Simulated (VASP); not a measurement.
# Be4TeSe3 (Pmn2_1) in VASP: density of states with PBE

Aim: the density of states of Be4TeSe3 with PBE.

Everything below comes from runs of VASP 6.6.1. Logs are shortened: lines on timing, memory, paths and dates and some standing lists are left out, and cuts for length are marked.

## (1) The crystal as given

The structure is orthorhombic, space group Pmn2_1 (No. 31). Conventional cell: a = 7.482 Å, b = 6.476 Å, c = 6.166 Å, α = 90.00°, β = 90.00°, γ = 90.00°. Be (site symmetry m) has 3 Se at 2.26 Å and 1 Te at 2.43 Å as nearest neighbours. Around Be (site symmetry 1) lie 3 Se at 2.24 to 2.27 Å and 1 Te at 2.42 Å. Be (site symmetry m) has 3 Se at 2.27 Å and 1 Te at 2.43 Å as nearest neighbours. Around Te (site symmetry m) lie 4 Be at 2.42 to 2.43 Å. Around Se (site symmetry m) lie 4 Be at 2.24 to 2.27 Å. Se (site symmetry 1) has 4 Be at 2.25 to 2.27 Å as nearest neighbours.

The cell was built by a generator and needn't be a form met in nature.

## (2) Density of states, PBE

POSCAR

```
Be4TeSe3
1.0
    7.4820500000      0.0000000000      0.0000000000
    0.0000000000      6.4760600000      0.0000000000
    0.0000000000      0.0000000000      6.1663000000
Be Te Se
8 2 6
Direct
    0.0000000000      0.3117530000      0.3670580000
    0.2374030000      0.1579390000      0.8676340000
    0.7625970000      0.1579390000      0.8676340000
    0.5000000000      0.3384770000      0.3954350000
    0.0000000000      0.6615230000      0.8954350000
    0.7374030000      0.8420610000      0.3676340000
    0.5000000000      0.6882470000      0.8670580000
    0.2625970000      0.8420610000      0.3676340000
    0.5000000000      0.3356980000      0.0008140000
    0.0000000000      0.6643020000      0.5008140000
    0.0000000000      0.3262150000      0.0004050000
    0.2510770000      0.1647170000      0.5005510000
    0.7489230000      0.1647170000      0.5005510000
    0.7510770000      0.8352830000      0.0005510000
    0.5000000000      0.6737850000      0.5004050000
    0.2489230000      0.8352830000      0.0005510000
```

INCAR.step1

```
SYSTEM = Be4TeSe3
PREC = Accurate
ENCUT = 520
EDIFF = 1E-7
ISMEAR = 0
SIGMA = 0.03
LREAL = .False.
LASPH = .True.
NELM = 60
ALGO = Fast
ISIF = 2
LWAVE = .False.
LCHARG = .True.
GGA = PE
NBANDS = 46
KPAR = 4
```

KPOINTS.step1

```
regular mesh
0
Gamma
  4 4 4
  0 0 0
```

INCAR.step2

```
SYSTEM = Be4TeSe3
PREC = Accurate
ENCUT = 520
EDIFF = 1E-7
ISMEAR = -5
SIGMA = 0.03
LREAL = .False.
LASPH = .True.
NELM = 60
ALGO = Fast
ISIF = 2
LWAVE = .False.
LCHARG = .False.
GGA = PE
LORBIT = 11
NBANDS = 46
KPAR = 4
NEDOS = 2001
ICHARG = 11
```

KPOINTS.step2

```
regular mesh
0
Gamma
  6 6 6
  0 0 0
```

Potentials or basis: VASP PAW PBE potentials, release 64 (Be, Te, Se).

Run with:

```bash
> cat potpaw_PBE.64/Be/POTCAR potpaw_PBE.64/Te/POTCAR potpaw_PBE.64/Se/POTCAR > POTCAR
> cp INCAR.step1 INCAR
> cp KPOINTS.step1 KPOINTS
> mpirun -np 4 vasp_std > vasp.out
> cp INCAR.step2 INCAR
> cp KPOINTS.step2 KPOINTS
> mpirun -np 4 vasp_std > vasp.out
```

OUTCAR:

```text
SYSTEM = Be4TeSe3
   PREC = Accurate
   ENCUT = 520
   EDIFF = 1E-7
   ISMEAR = -5
   LREAL = .False.
   LASPH = .True.
   NELM = 60
   ISIF = 2
   GGA = PE
   LORBIT = 11
   ICHARG = 11

 ion  position               nearest neighbor table
   1  0.000  0.312  0.367-  12 2.26  13 2.26  11 2.26  10 2.43
   2  0.237  0.158  0.868-  11 2.24  16 2.25  12 2.27   9 2.42
   3  0.763  0.158  0.868-  11 2.24  14 2.25  13 2.27   9 2.42
   4  0.500  0.338  0.395-  15 2.27  13 2.27  12 2.27   9 2.43
   5  0.000  0.662  0.895-  11 2.27  14 2.27  16 2.27  10 2.43
   6  0.737  0.842  0.368-  15 2.24  13 2.25  14 2.27  10 2.42
[... 8 lines left out ...]
  15  0.500  0.674  0.500-   6 2.24   8 2.24   7 2.26   4 2.27
  16  0.249  0.835  0.001-   2 2.25   7 2.26   8 2.27   5 2.27

  LATTYP: Found a simple orthorhombic cell.
 ALAT       =     6.1663000000
 B/A-ratio  =     1.0502343383
 C/A-ratio  =     1.2133775522

  Lattice vectors:

 A1 = (   0.0000000000,   0.0000000000,  -6.1663000000)
 A2 = (   0.0000000000,   6.4760600000,   0.0000000000)
 A3 = (   7.4820500000,   0.0000000000,   0.0000000000)

Analysis of symmetry for initial positions (statically):
=====================================================================
 Subroutine PRICEL returns:
 Original cell was already a primitive cell.

 Routine SETGRP: Setting up the symmetry group for a
 simple orthorhombic supercell.

 Subroutine GETGRP returns: Found  4 space group operations
 (whereof  2 operations were pure point group operations)
 out of a pool of  8 trial point group operations.

The static configuration has the point symmetry C_1h.
 The point group associated with its full space group is C_2v.

Analysis of symmetry for dynamics (positions and initial velocities):
=====================================================================
 Subroutine PRICEL returns:
 Original cell was already a primitive cell.

 Routine SETGRP: Setting up the symmetry group for a
 simple orthorhombic supercell.

 Subroutine GETGRP returns: Found  4 space group operations
 (whereof  2 operations were pure point group operations)
 out of a pool of  8 trial point group operations.

The dynamic configuration has the point symmetry C_1h.
 The point group associated with its full space group is C_2v.

 Subroutine INISYM returns: Found  4 space group operations
 (whereof  2 operations are pure point group operations),
 and found     1 'primitive' translations

----------------------------------------------------------------------------------------

                                     Primitive cell

  volume of cell :     298.7832

  direct lattice vectors                    reciprocal lattice vectors
     7.482050000  0.000000000  0.000000000     0.133653210  0.000000000  0.000000000
     0.000000000  6.476060000  0.000000000     0.000000000  0.154414876  0.000000000
     0.000000000  0.000000000  6.166300000     0.000000000  0.000000000  0.162171805

  length of vectors
     7.482050000  6.476060000  6.166300000     0.133653210  0.154414876  0.162171805

  position of ions in fractional coordinates (direct lattice)
     0.000000000  0.311753000  0.367058000
     0.237403000  0.157939000  0.867634000
     0.762597000  0.157939000  0.867634000
     0.500000000  0.338477000  0.395435000
     0.000000000  0.661523000  0.895435000
     0.737403000  0.842061000  0.367634000
[... 8 lines left out ...]
     0.500000000  0.673785000  0.500405000
     0.248923000  0.835283000  0.000551000

  ion indices of the primitive-cell ions
   primitive index   ion index
                 1           1
                 2           2
                 3           3
                 4           4
                 5           5
                 6           6
[... 8 lines left out ...]
                15          15
                16          16

----------------------------------------------------------------------------------------

 KPOINTS: regular mesh

Automatic generation of k-mesh.
 Grid dimensions read from file:
 generate k-points for:    6    6    6

 Generating k-lattice:

  Cartesian coordinates                     Fractional coordinates (reciprocal lattice)
     0.022275535  0.000000000  0.000000000     0.166666667  0.000000000  0.000000000
     0.000000000  0.025735813  0.000000000     0.000000000  0.166666667  0.000000000
     0.000000000  0.000000000  0.027028634     0.000000000  0.000000000  0.166666667

  Length of vectors
     0.022275535  0.025735813  0.027028634

  Shift w.r.t. Gamma in fractional coordinates (k-lattice)
     0.000000000  0.000000000  0.000000000

 TETIRR: Found    648 inequivalent tetrahedra from     1296

 Subroutine IBZKPT returns following result:
 ===========================================

 Found     64 irreducible k-points:

 Following reciprocal coordinates:
            Coordinates               Weight
  0.000000  0.000000  0.000000      1.000000
  0.166667  0.000000  0.000000      2.000000
  0.333333  0.000000  0.000000      2.000000
  0.500000  0.000000  0.000000      1.000000
  0.000000  0.166667  0.000000      2.000000
  0.166667  0.166667  0.000000      4.000000
[... 16 lines left out ...]
  0.333333  0.166667  0.166667      8.000000
  0.500000  0.166667  0.166667      4.000000
 [... further k-points ...]
   k-points           NKPTS =     64   k-points in BZ     NKDIM =     64   number of bands    NBANDS=     46
   number of dos      NEDOS =   2001   number of ions     NIONS =     16
   total plane-waves  NPLWV = 129024
   dimension x,y,z NGX =    56 NGY =   48 NGZ =   48
   dimension x,y,z NGXF=   112 NGYF=   96 NGZF=   96
   ions per type =               8   2   6
   NGX,Y,Z   is equivalent  to a cutoff of  12.44, 12.32, 12.94 a.u.
   NGXF,Y,Z  is equivalent  to a cutoff of  24.89, 24.64, 25.88 a.u.
 SYSTEM =  Be4TeSe3
   PREC   = accura    normal or accurate (medium, high low for compatibility)
   ISTART =      0    job   : 0-new  1-cont  2-samecut
   ICHARG =     11    charge: 1-file 2-atom 10-const
   ISPIN  =      1    spin polarized calculation?
   LNONCOLLINEAR =      F non collinear calculations
   LSORBIT =      F    spin-orbit coupling
   LASPH  =      T    aspherical Exc in radial PAW
   ENCUT  =  520.0 eV  38.22 Ry    6.18 a.u.  13.91 12.04 11.47*2*pi/ulx,y,z
   NELM   =     60;   NELMIN=  2; NELMDL=  0     # of ELM steps
   EDIFF  = 0.1E-06   stopping-criterion for ELM
   LREAL  =      F    real-space projection
   EDIFFG = 0.1E-05   stopping-criterion for IOM
   NSW    =      0    number of steps for IOM
   IBRION =     -1    ionic relax: 0-MD 1-quasi-New 2-CG
   NFREE  =      0    steps in history (QN), initial steepest desc. (CG)
   ISIF   =      2    stress and relaxation
   ISYM   =      2    0-nonsym 1-usesym 2-fastsym
   POTIM  = 0.5000    time-step for ionic-motion
   TEBEG  =    0.0;   TEEND  =   0.0 temperature during run
   PSTRESS=    0.0 pullay stress
   NELECT =      64.0000    total number of electrons
   NUPDOWN=      -1.0000    fix difference up-down
   EMIN   =  10.00;   EMAX   =-10.00  energy-range for DOS
   EFERMI =   0.00;   METHOD = LEGACY
   ISMEAR =    -5;   SIGMA  =   0.03  broadening in eV -4-tet -1-fermi 0-gaus
   EFERMI_NEDOS =   21; number of points for ismear=-14 and -15
   IALGO  =     68    algorithm
   IMIX   =      4    mixing-type and parameters
     AMIX     =   0.40;   BMIX     =  1.00
     AMIX_MAG =   1.60;   BMIX_MAG =  1.00
  volume/ion in A,a.u.               =      18.67       126.02
  Fermi-wavevector in a.u.,A,eV,Ry     =   0.979526  1.851036 13.054407  0.959472
  Thomas-Fermi vector in A             =   2.110386
   LORBIT       =     11    0 simple, 1 ext, 2 COOP (PROOUT), +10 PAW based schemes
   GGA     = PE    functional components
   LHFCALC =     F    Hartree Fock is set to
   AEXX    =    0.0000 exact exchange contribution
   IVDW    =     0    specifies the selected vdW correction
   LEPSILON=     F    determine dielectric tensor
   LRPA    =     F    only Hartree local field effects (RPA)
 non-spin polarized calculation
 RMM-DIIS sequential band-by-band and
 Fermi weights with tetrahedron method with Bloechl corrections
  energy-cutoff  :      520.00
  volume of cell :      298.78
 maximum number of plane-waves:      8092
 NGX is ok and might be reduce to    56

 number of electron      63.9999999 magnetization

 Free energy of the ion-electron system (eV)
  ---------------------------------------------------
  ext. energy  EPLUGINS =         0.00000000
  ---------------------------------------------------
  free energy    TOTEN  =       -67.98006566 eV

  energy without entropy =      -67.98006566  energy(sigma->0) =      -67.98006566

 E-fermi :   3.8564     XC(G=0):  -9.2502

 val. band max:        3.8495935010   @ k =   0.0000   0.0000   0.0000
 cond. band min:       6.7378660245   @ k =   0.0000   0.0000   0.0000
 fundamental gap:      2.8882725236
 Fermi energy:         3.8564188493

 k-point     1 :       0.0000    0.0000    0.0000
  band No.  band energies     occupation
      1      -9.8180      2.00000
      2      -8.8966      2.00000
      3      -8.8930      2.00000
      4      -8.8536      2.00000
      5      -8.4703      2.00000
      6      -8.4354      2.00000
[... 36 lines left out ...]
     43       9.2334      0.00000
     44       9.5881      0.00000
[... 1040 lines left out ...]
      4      -8.7334      2.00000
      5      -8.5851      2.00000
      6      -8.5847      2.00000
[... 36 lines left out ...]
     43       9.2225      0.00000
     44       9.2514      0.00000

 [... further k-points ...]

 [bands above 44 left out]

------------------------ aborting loop because EDIFF is reached ----------------------------------------

  FORCE on cell =-STRESS in cart. coord.  units (eV):
  Direction    XX          YY          ZZ          XY          YZ          ZX
  --------------------------------------------------------------------------------------
  -------------------------------------------------------------------------------------
  Total       -0.0282621      0.0021847      0.0332049      0.0000000      0.0000000      0.0000000
  in kB       -0.1515509      0.0117149      0.1780562      0.0000000      0.0000000      0.0000000
  external PRESSURE =       0.0127400 kB  Pullay stress =       0.0000000 kB

 VOLUME and BASIS-vectors are now :
 -----------------------------------------------------------------------------
  energy-cutoff  :      520.00
  volume of cell :      298.78
      direct lattice vectors                 reciprocal lattice vectors
     7.482050000  0.000000000  0.000000000     0.133653210  0.000000000  0.000000000
     0.000000000  6.476060000  0.000000000     0.000000000  0.154414876  0.000000000
     0.000000000  0.000000000  6.166300000     0.000000000  0.000000000  0.162171805

 POSITION                                       TOTAL-FORCE (eV/Angst)
 -----------------------------------------------------------------------------------
      0.00000      2.01893      2.26339         0.000000      0.003910     -0.000708
      1.77626      1.02282      5.35009        -0.002210     -0.000499     -0.000375
      5.70579      1.02282      5.35009         0.002210     -0.000499     -0.000375
      3.74103      2.19200      2.43837         0.000000     -0.001918     -0.004903
      0.00000      4.28406      5.52152         0.000000      0.001918     -0.004903
      5.51729      5.45324      2.26694        -0.002210      0.000499     -0.000375
[... 8 lines left out ...]
      3.74103      4.36347      3.08565         0.000000      0.000702      0.003845
      1.86245      5.40934      0.00340        -0.000076     -0.000225      0.002166
 -----------------------------------------------------------------------------------
    total drift:                                0.000000      0.000000      0.000691

  FREE ENERGIE OF THE ION-ELECTRON SYSTEM (eV)
  ---------------------------------------------------
  free  energy   TOTEN  =       -67.9800656604 eV

  energy  without entropy=      -67.9800656604  energy(sigma->0) =      -67.98006566

 total charge

# of ion       s       p       d       tot
------------------------------------------
    1        0.369   0.570   0.000   0.940
    2        0.373   0.583   0.000   0.956
    3        0.373   0.583   0.000   0.956
    4        0.368   0.563   0.000   0.930
    5        0.368   0.563   0.000   0.930
    6        0.373   0.583   0.000   0.956
[... 8 lines left out ...]
   15        1.424   2.497   0.031   3.953
   16        1.425   2.490   0.030   3.945
--------------------------------------------------
tot         14.181  23.901   0.246  38.328
```

Wall time 2.7 min (4 MPI ranks of Intel Xeon Platinum 8559C (Emerald Rapids), shared host); peak memory 0.8 GiB.

Results:

```yaml
Valence_electrons_inside_the_program's_atomic_spheres: Be 0.94, 0.96, 0.93; Te 3.54; Se 3.95, 3.94
```

States per cell in windows of 1 eV (zero at the valence-band top; states under -8 eV left out):
```
from (eV)  total  Se12_p  Se13_p  Se14_p  Se16_p  Se11_p  Se15_p
     -8.0   0.00    0.00    0.00    0.00    0.00    0.00    0.00
     -7.0   0.00    0.00    0.00    0.00    0.00    0.00    0.00
     -6.0   4.79    0.21    0.21    0.21    0.21    0.21    0.21
     -5.0   8.59    0.39    0.39    0.39    0.39    0.41    0.41
     -4.0   8.67    0.46    0.46    0.46    0.46    0.48    0.48
     -3.0  11.79    0.75    0.75    0.75    0.75    0.74    0.74
     -2.0  10.03    0.47    0.47    0.47    0.47    0.43    0.43
     -1.0   4.09    0.20    0.20    0.20    0.20    0.22    0.22
      0.0   0.00    0.00    0.00    0.00    0.00    0.00    0.00
      1.0   0.00    0.00    0.00    0.00    0.00    0.00    0.00
      2.0   0.03    0.00    0.00    0.00    0.00    0.00    0.00
      3.0   8.30    0.04    0.04    0.04    0.04    0.03    0.03
      4.0  10.12    0.08    0.08    0.08    0.08    0.07    0.07
      5.0   9.38    0.11    0.11    0.11    0.11    0.10    0.10
      6.0   0.18    0.00    0.00    0.00    0.00    0.00    0.00
```

Spin-orbit coupling is left out, which matters for the levels of Te.
